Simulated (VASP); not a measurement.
Energy against volume of NiO (rock salt, AFM-II order). Level of theory: optB88-vdW, VASP's PBE PAW potentials (set 64) (plane waves; VASP). Run with 520 eV cut-off, 9×9×9 Γ-centred mesh, Gaussian smearing of 0.050 eV, potentials Ni O.

| V (Å³/atom) | E (eV/atom) |
|---|---|
| 8.828 | -3.75754 |
| 9.101 | -3.76342 |
| 9.374 | -3.75890 |
| 9.647 | -3.74558 |

### Question
Fit these four points and predict the energy of the run at 8.554 Å³/atom.

### Answer
A cubic in V^(−2/3), the third-order Birch-Murnaghan form, passes through the four points with V0 = 9.11 Å³/atom and B0 = 202 GPa, and gives -3.7393 eV/atom there. The run gave -3.7393 eV/atom, -0.0 meV/atom from the fit; all five points give B0 = 202 GPa.

The compound is NiO in the rock salt, AFM-II order structure. It was relaxed first.
